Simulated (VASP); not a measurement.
```
CELL_PARAMETERS angstrom
      0.00000     2.47975     2.47975
      2.47975     0.00000     2.47975
      2.47975     2.47975     0.00000
ATOMIC_POSITIONS crystal
  Pb 0.00000 0.00000 0.00000
```

Method: SCAN meta-GGA, VASP's PBE PAW potentials (set 64) (plane waves; VASP). Settings: 520 eV cut-off, 14×14×14 Γ-centred mesh, tetrahedra with Blöchl corrections, potentials Pb_d.

### Question
Give the energies of bands 7 to 9 at the high-symmetry points, in eV from the Fermi level.

### Answer

```tsv
band	Γ	X	U	L	W
7	7.33	-3.47	-2.44	-4.37	-1.49
8	7.33	1.96	-1.25	5.47	-1.49
9	7.33	1.96	2.91	5.47	0.37
```

It has no gap at this level: it comes out as a metal or semimetal.

The compound is Pb in the fcc structure. It was relaxed first.
